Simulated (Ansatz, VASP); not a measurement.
# Te2Mo in two plane-wave programs, part 2 of 3

Wanted: the spread between two codes on one cell, functional and k mesh.  Valence electrons are named where the data sets of a main pair hold unlike numbers.

VASP 6.6.1 and Ansatz 0.2.0.

So far. Step 4 (Comparison): The forces differ by 7.5 meV/Å r.m.s., which is 10.6 % of the r.m.s. force of 0.070 eV/Å (both taken over all components). Among the levels compared at these points, filled levels agree within 11 meV and empty ones within 10 meV.

### Step 6. VASP: band structure, r2SCAN

Level of this step: r2SCAN, no spin polarisation; plane waves and PAW (Te, Mo_sv) (VASP).

The same path points are solved in both programs, so levels can be compared one by one.

INCAR

```
SYSTEM = Te2Mo
PREC = Accurate
ENCUT = 400
EDIFF = 1E-06
NELM = 100
ISMEAR = 0
SIGMA = 0.02
LREAL = .FALSE.
ALGO = Normal
METAGGA = R2SCAN
LASPH = .TRUE.
NBANDS = 42
LORBIT = 11
LWAVE = .FALSE.
LCHARG = .FALSE.
KPAR = 2
NCORE = 4
```

POSCAR

```
Te2Mo
1.0
    3.5182000000      0.0000000000      0.0000000000
   -1.7591000000      3.0468505756      0.0000000000
    0.0000000000      0.0000000000     13.9736000000
Te Mo
4 2
Direct
    0.3333333333      0.6666666667      0.6210000000
    0.6666666667      0.3333333333      0.1210000000
    0.3333333333      0.6666666667      0.8790000000
    0.6666666667      0.3333333333      0.3790000000
    0.3333333333      0.6666666667      0.2500000000
    0.6666666667      0.3333333333      0.7500000000
```

KPOINTS

```
Automatic mesh
0
Gamma
5 5 1
0 0 0
```

KPOINTS_OPT

```
Line mode
16
Line-mode
Reciprocal
  0.00000000   0.00000000   0.00000000 GAMMA
  0.50000000   0.00000000   0.00000000 M

  0.50000000   0.00000000   0.00000000 M
  0.33333333   0.33333333   0.00000000 K

  0.33333333   0.33333333   0.00000000 K
  0.00000000   0.00000000   0.00000000 GAMMA

  0.00000000   0.00000000   0.00000000 GAMMA
  0.00000000   0.00000000   0.50000000 A

  0.00000000   0.00000000   0.50000000 A
  0.50000000   0.00000000   0.50000000 L

  0.50000000   0.00000000   0.50000000 L
  0.33333333   0.33333333   0.50000000 H

  0.33333333   0.33333333   0.50000000 H
  0.00000000   0.00000000   0.50000000 A

  0.50000000   0.00000000   0.50000000 L
  0.50000000   0.00000000   0.00000000 M

  0.33333333   0.33333333   0.00000000 K
  0.33333333   0.33333333   0.50000000 H
```

The projector-augmented-wave data sets are Te and Mo_sv (PBE family, release 64).

Run with:

```
$ mpirun -np 8 vasp_std
```

Numbers of over 12 decimals in the logs are rounded to 6 here.

The program printed:

```text
[banner, memory and clock lines left out]
running    8 mpi-ranks, on    1 nodes
[...]
|                                                                             |
|               ----> ADVICE to this user running VASP <----                  |
|                                                                             |
|     You enforced a specific xc type in the INCAR file but a different       |
|     [... a line on the potential file left out ...]
|     I HOPE YOU KNOW WHAT YOU ARE DOING!                                     |
|                                                                             |

 LDA part: xc-table for (None), standard interpolation
 POSCAR, INCAR and KPOINTS ok, starting setup
[...]
entering main loop
       N       E                     dE             d eps       ncg     rms          rms(c)
DAV:   1     0.190378854040E+03    0.19038E+03   -0.24185E+04   484   0.932E+02
DAV:   2    -0.155047460463E+03   -0.34543E+03   -0.33149E+03   488   0.257E+02
[...]
DAV:  16    -0.155528281889E+03   -0.66441E-07   -0.25467E-07   256   0.268E-03
   1 F= -.15552828E+03 E0= -.15552828E+03  d E =-.114958E-18
 Start KPOINTS_OPT (optional k-point list driver)
k-point batch [1-5\144]
       N       E                     dE             ncg
DAV:   1    -0.100959090129E+03   -0.51383E+03      484
DAV:   2    -0.204516884467E+04   -0.19442E+04      510
DAV:   3    -0.212538952740E+04   -0.80221E+02      488
DAV:   4    -0.212686885354E+04   -0.14793E+01      496
DAV:   5    -0.212691727958E+04   -0.48426E-01      526
DAV:   6    -0.212691759442E+04   -0.31484E-03      520
DAV:   7    -0.212691760253E+04   -0.81044E-05      536
DAV:   8    -0.212691760269E+04   -0.16680E-06      384
[...]
k-point batch [141-144\144]
       N       E                     dE             ncg
DAV:   1     0.137005470384E+04   -0.72398E+04      400
DAV:   2     0.247236891437E+02   -0.13453E+04      402
DAV:   3    -0.343935529955E+02   -0.59117E+02      392
DAV:   4    -0.352868444331E+02   -0.89329E+00      348
DAV:   5    -0.353071594789E+02   -0.20315E-01      368
DAV:   6    -0.353079361321E+02   -0.77665E-03      362
DAV:   7    -0.353079713706E+02   -0.35238E-04      366
DAV:   8    -0.353079730507E+02   -0.16801E-05      276
DAV:   9    -0.353079731343E+02   -0.83604E-07      182
```

Parts of OUTCAR (step 6):

```text
  Total        2.3338043      2.3338043      1.9278657      0.0000000      0.0000000     -0.0000000
  in kB       24.9628997     24.9628997     20.6208888      0.0000000      0.0000000     -0.0000000
  external PRESSURE =      23.5155627 kB  Pullay stress =       0.0000000 kB

 POSITION                                       TOTAL-FORCE (eV/Angst)
 -----------------------------------------------------------------------------------
     -0.00000      2.03123      8.67761         0.000000     -0.000000      0.087200
      1.75910      1.01562      1.69081         0.000000      0.000000      0.087200
     -0.00000      2.03123     12.28279         0.000000      0.000000     -0.087200
      1.75910      1.01562      5.29599         0.000000      0.000000     -0.087200
     -0.00000      2.03123      3.49340        -0.000000      0.000000      0.000000
      1.75910      1.01562     10.48020         0.000000     -0.000000      0.000000
 -----------------------------------------------------------------------------------
    total drift:                               -0.000000      0.000000     -0.000000

  FREE ENERGIE OF THE ION-ELECTRON SYSTEM (eV)
  ---------------------------------------------------
  free  energy   TOTEN  =      -155.5282818891 eV

  energy  without entropy=     -155.5282818891  energy(sigma->0) =     -155.52828189

[... 2 parts as in an earlier step ...]

[... 1 further part left out ...]
[key lines of the parts left out:]
E-fermi :   8.1964
```

The PAW data sets were made with PBE, which is usual practice but a small mismatch for other functionals. At this level the cell is under a pressure of 2.4 GPa, so at these settings it is away from equilibrium.

### Step 7. Ansatz: band structure, r2SCAN

The same cell, functional, mesh and smearing now go to Ansatz, which takes its cutoff from its data sets.

input.yaml

```yaml
crystal:
  lattice:
    - [3.5182, 0.0, 0.0]
    - [-1.7591, 3.0468505756, 0.0]
    - [0.0, 0.0, 13.9736]
  atoms:
    - { symbol: Te, position: [0.3333333333, 0.6666666667, 0.621] }
    - { symbol: Te, position: [0.6666666667, 0.3333333333, 0.121] }
    - { symbol: Te, position: [0.3333333333, 0.6666666667, 0.879] }
    - { symbol: Te, position: [0.6666666667, 0.3333333333, 0.379] }
    - { symbol: Mo, position: [0.3333333333, 0.6666666667, 0.25] }
    - { symbol: Mo, position: [0.6666666667, 0.3333333333, 0.75] }
hamiltonian:
  xc: r2scan
  pseudopotentials: { kind: paw }
kpoints:
  mp_grid: { grid: [5, 5, 1] }
  band_path:
    path:
      - [0.0, 0.0, 0.0]
      - [0.13333, 0.0, 0.0]
      - [0.3, 0.0, 0.0]
      - [0.46667, 0.0, 0.0]
      - [0.46667, 0.06667, 0.0]
      - [0.41111, 0.17778, 0.0]
      - [0.35556, 0.28889, 0.0]
      - [0.28889, 0.28889, 0.0]
      - [0.2, 0.2, 0.0]
      - [0.17778, 0.17778, 0.0]
      - [0.06667, 0.06667, 0.0]
      - [0.0, 0.0, 0.03333]
      - [0.0, 0.0, 0.2]
      - [0.0, 0.0, 0.36667]
      - [0.0, 0.0, 0.5]
      - [0.16667, 0.0, 0.5]
      - [0.3, 0.0, 0.5]
      - [0.46667, 0.0, 0.5]
      - [0.46667, 0.06667, 0.5]
      - [0.41111, 0.17778, 0.5]
      - [0.35556, 0.28889, 0.5]
      - [0.28889, 0.28889, 0.5]
      - [0.17778, 0.17778, 0.5]
      - [0.06667, 0.06667, 0.5]
      - [0.5, 0.0, 0.46667]
      - [0.5, 0.0, 0.3]
      - [0.5, 0.0, 0.13333]
      - [0.33333, 0.33333, 0.0]
      - [0.33333, 0.33333, 0.16667]
      - [0.33333, 0.33333, 0.33333]
      - [0.33333, 0.33333, 0.5]
    npoints: 1
scf:
  occupations: { method: gaussian, width: 0.02 }
  n_extra_bands: 9
output:
  forces: true
  stress: true
  eigenvalues: true
```

Run with:

```
$ ansatz run input.yaml --threads 4 --pin off --max-ram 9216MiB --backend cpu --events-out ev --progress --plain --runs-dir out
```

The program printed:

```text
[...]
Crystal: 6 atoms, lattice volume = 149.789 Å³
Basis set: ecut = 500 eV, 3795 PW (Γ), exchange–correlation on 108×108×432 points (64 copies of the dense FFT grid, shifted against one another)
Bands: 55, of which v1, the nominal top of the filled ones, is band 46 counted from 1 (45 counted from 0)
Symmetry: 24 space group operations
[...]
k-points: 5 of 25
[...]
k-point 0: bands = [... 42 lower, 11.2855, 11.3197, 11.9699, 12.3892, 15.4071, 15.4071, 15.5446, 15.5446, ... 5 higher]
  k-point 1: bands = [... 42 lower, 10.9246, 11.3561, 11.7296, 11.8088, 14.0240, 14.4307, 14.5216, 14.6530, ... 5 higher]
  k-point 2: bands = [... 42 lower, 11.1009, 11.3518, 11.5757, 11.8045, 13.7848, 13.8022, 13.9454, 14.2472, ... 5 higher]
  k-point 4: bands = [... 42 lower, 10.3077, 10.5893, 11.9099, 12.1466, 13.6177, 13.7290, 14.0719, 14.4301, ... 5 higher]
[key lines of the parts left out:]
SCF converged after 7 iterations
Free energy (F): -37916.174446 eV
Fermi energy:    12.798580 eV
P = ⅓ Tr σ = 2.4317 GPa (24.317 kbar)
```

Elapsed: 7.7 s, on 4 threads of Arm Neoverse N1, shared host; peak memory 0.76 GiB.

### Step 8. Differences

What differs besides the data sets and the points named for the pairs above, as far as they apply: VASP keeps PBE cores, Ansatz makes them for the functional; the data sets hold 92 valence electrons in Ansatz (on its default PAW (the set named soft_2) files) and 52 in VASP; the cutoff is 500 eV in Ansatz and 400 eV in VASP. Total energies have different zeros and are not compared.

The two programs side by side:

```csv
quantity,Ansatz,VASP,difference
pressure (GPa),2.43,2.35,+0.08
gap over the path points (eV),0.820,0.813,+0.006
```

Forces (eV/Å; atoms numbered as in POSCAR):

```csv
atom,"Ansatz x, y, z","VASP x, y, z"
Te1,"0.000, 0.000, 0.113","0.000, 0.000, 0.087"
Te2,"0.000, 0.000, 0.113","0.000, 0.000, 0.087"
Te3,"0.000, 0.000, -0.113","0.000, 0.000, -0.087"
Te4,"0.000, 0.000, -0.113","0.000, 0.000, -0.087"
Mo5,"0.000, 0.000, 0.000","0.000, 0.000, 0.000"
Mo6,"0.000, 0.000, 0.000","0.000, 0.000, 0.000"
```

Levels at points of the path, from each program's valence-band top (eV; 4 filled, then empty):

```csv
k (reciprocal lattice),Ansatz,VASP
0.000 0.000 0.000,-1.10 -1.07 -0.42 0.00 3.02 3.02 3.15,-1.12 -1.08 -0.42 0.00 3.02 3.02 3.15
0.133 0.000 0.000,-1.22 -1.02 -0.29 -0.23 2.32 2.43 2.47,-1.23 -1.03 -0.29 -0.23 2.32 2.43 2.46
0.300 0.000 0.000,-1.26 -1.12 -1.08 -1.00 1.22 1.70 1.83,-1.25 -1.14 -1.09 -1.02 1.21 1.70 1.83
0.467 0.000 0.000,-1.11 -0.98 -0.72 -0.43 1.36 1.43 1.55,-1.12 -0.99 -0.73 -0.45 1.35 1.42 1.55
0.467 0.067 0.000,-1.44 -1.27 -0.62 -0.38 1.39 1.43 1.58,-1.45 -1.28 -0.63 -0.39 1.38 1.42 1.58
0.411 0.178 0.000,-2.09 -1.79 -0.51 -0.27 1.26 1.39 1.84,-2.08 -1.79 -0.52 -0.29 1.26 1.39 1.84
0.356 0.289 0.000,-2.04 -1.92 -0.33 -0.10 1.08 1.12 1.32,-2.04 -1.92 -0.34 -0.11 1.07 1.11 1.31
0.289 0.289 0.000,-2.02 -1.82 -0.42 -0.21 1.11 1.28 1.39,-2.02 -1.82 -0.44 -0.22 1.11 1.28 1.39
0.200 0.200 0.000,-1.34 -1.32 -0.75 -0.62 0.82 1.60 1.65,-1.34 -1.31 -0.76 -0.63 0.81 1.59 1.64
0.178 0.178 0.000,-1.25 -1.06 -0.83 -0.69 0.87 1.61 1.67,-1.26 -1.05 -0.84 -0.70 0.86 1.60 1.67
```

The forces differ by 12 meV/Å r.m.s., which is 29.6 % of the r.m.s. force of 0.041 eV/Å (both taken over all components). Among the levels compared at these points, filled levels agree within 16 meV and empty ones within 10 meV. Ansatz's pressure holds a Pulay correction of 0.03 GPa; VASP's holds none.

### Step 9. What the set-up changes

Further runs change the set-up of one program: Ansatz's method, potentials or start, or VASP's data sets, cutoff or form of LDA. The table gives Ansatz less VASP for each quantity, since a change that brings one quantity closer may part another.

```csv
run,r.m.s. force difference (meV/Å),pressure (GPa),gap over the path points (eV)
as above,12,0.080,0.0064
cores kept as stored,13,0.074,0.0065
Ansatz's all-electron LAPW method,12,0.084,0.0068
Ansatz's larger PAW set (cutoff 640 eV),11,0.097,0.0065
norm-conserving potentials (cutoff 1230 eV),12,0.083,0.0076
```

### Step 10. Ansatz: band structure, PBE, spin-orbit coupling

Levels along a path test the potential and the projectors away from the mesh points.

Changes to input.yaml since step 7:

```diff
@@ -13,6 +13,9 @@
 hamiltonian:
-  xc: r2scan
-  pseudopotentials: { kind: paw }
+  xc: pbe
+  pseudopotentials: { kind: paw_fr }
+magnetization:
+  noncollinear: true
+  spin_orbit: true
 kpoints:
-  mp_grid: { grid: [5, 5, 1] }
+  mp_grid: { grid: [5, 5, 2] }
   band_path:
@@ -53,3 +56,3 @@
   occupations: { method: gaussian, width: 0.02 }
-  n_extra_bands: 9
+  n_extra_bands: 18
 output:
```

The program printed:

```text
[...]
non-collinear run that drives no moment, with spin-orbit: no starting moment large enough to seed its density (crystal.atoms[].spin), no starting occupations that ask for one, no magnetisation constraint and no magnetic field, so the semilocal B_xc is pinned to zero
Crystal: 6 atoms, lattice volume = 149.789 Å³
[...]
k-point 1: bands = [... 88 lower, 12.4042, 12.4042, 12.4042, 12.4042, 15.0817, 15.0817, 15.0817, 15.0817, ... 14 higher]
  k-point 2: bands = [... 88 lower, 11.8629, 11.8629, 11.9961, 11.9961, 13.9633, 13.9633, 14.3382, 14.3382, ... 14 higher]
  k-point 9: bands = [... 88 lower, 12.0354, 12.0354, 12.2229, 12.2229, 13.6798, 13.6798, 13.6894, 13.6894, ... 14 higher]
[key lines of the parts left out:]
SCF converged after 9 iterations
Magnetization: |M| = 0.0000 μB,  M = (+0.0000, +0.0000, +0.0000) μB
Free energy (F): -37846.577121 eV
Fermi energy:    12.847141 eV
P = ⅓ Tr σ = 3.0325 GPa (30.325 kbar)
```

The job ended after 72 s (4 threads; peak memory 1.4 GiB).

### Step 11. VASP: band structure, PBE, spin-orbit coupling

The same cell, functional, mesh and smearing now go to VASP, with its own data sets.

INCAR

```
SYSTEM = Te2Mo
PREC = Accurate
ENCUT = 400
EDIFF = 1E-06
NELM = 100
ISMEAR = 0
SIGMA = 0.02
LREAL = .FALSE.
ALGO = Normal
GGA = PE
LNONCOLLINEAR = .TRUE.
MAGMOM = 0 0 0 0 0 0 0 0 0 0 0 0 0 0 0 0 0 0
NBANDS = 64
GGA_COMPAT = .FALSE.
LASPH = .TRUE.
LSORBIT = .TRUE.
LMAXMIX = 4
LORBIT = 11
LWAVE = .FALSE.
LCHARG = .FALSE.
KPAR = 4
NCORE = 2
```

POSCAR is that of step 6.

KPOINTS

```
Automatic mesh
0
Gamma
5 5 2
0 0 0
```

KPOINTS_OPT is that of step 6.

Run with:

```
$ mpirun -np 8 vasp_ncl
```

The program printed:

```text
[banner, memory and clock lines left out]
running    8 mpi-ranks, on    1 nodes
[...]
LDA part: xc-table for (Slater+PW92), standard interpolation
 POSCAR, INCAR and KPOINTS ok, starting setup
[...]
entering main loop
       N       E                     dE             d eps       ncg     rms          rms(c)
DAV:   1     0.358709085218E+03    0.35871E+03   -0.23780E+04  1576   0.118E+03
DAV:   2    -0.126717675362E+02   -0.37138E+03   -0.35978E+03  1632   0.306E+02
DAV:   3    -0.369706128510E+02   -0.24299E+02   -0.23791E+02  1528   0.668E+01
DAV:   4    -0.378191997850E+02   -0.84859E+00   -0.84288E+00  1688   0.115E+01
[...]
DAV:  14    -0.365840803147E+02    0.70327E-05   -0.88966E-05  1440   0.394E-02    0.206E-02
DAV:  15    -0.365840721011E+02    0.82136E-05   -0.20690E-05  1640   0.223E-02    0.105E-02
DAV:  16    -0.365840720822E+02    0.18876E-07   -0.27552E-06  1320   0.686E-03
   1 F= -.36584072E+02 E0= -.36584072E+02  d E =-.754329E-68  mag=    -0.0000     0.0000    -0.0000
 Start KPOINTS_OPT (optional k-point list driver)
k-point batch [1-10\144]
       N       E                     dE             ncg
DAV:   1     0.495730285510E+03   -0.22588E+04     1536
DAV:   2    -0.366773332269E+04   -0.41635E+04     1760
DAV:   3    -0.393058793319E+04   -0.26285E+03     1512
DAV:   4    -0.394232262855E+04   -0.11735E+02     1672
DAV:   5    -0.394271511821E+04   -0.39249E+00     1608
DAV:   6    -0.394272184310E+04   -0.67249E-02     1776
DAV:   7    -0.394272195624E+04   -0.11315E-03     1592
DAV:   8    -0.394272196069E+04   -0.44483E-05     1472
DAV:   9    -0.394272196084E+04   -0.14561E-06     1040
[...]
k-point batch [141-144\144]
       N       E                     dE             ncg
DAV:   1     0.101083317704E+05   -0.70082E+04      640
DAV:   2     0.872971039382E+04   -0.13786E+04      624
DAV:   3     0.864381155519E+04   -0.85899E+02      640
DAV:   4     0.864142180166E+04   -0.23898E+01      624
DAV:   5     0.864135274808E+04   -0.69054E-01      632
DAV:   6     0.864135091823E+04   -0.18298E-02      624
DAV:   7     0.864135082319E+04   -0.95036E-04      624
DAV:   8     0.864135081988E+04   -0.33096E-05      488
DAV:   9     0.864135081970E+04   -0.18791E-06      408
```

(Continued in part 3 of 3.)

[Lines on the potential files, build, host, timing and source positions are cut from VASP's logs without a mark.]

[Logs are printed without paths, hosts, clocks, repeated set-up lines and the standing remarks that a program may print on its own settings, such as how far it seeks lower states.]

[Hosts, paths, dates, database ids (printed as entryN), source tags and the programs' standing remarks are cut or masked in the printed files.]
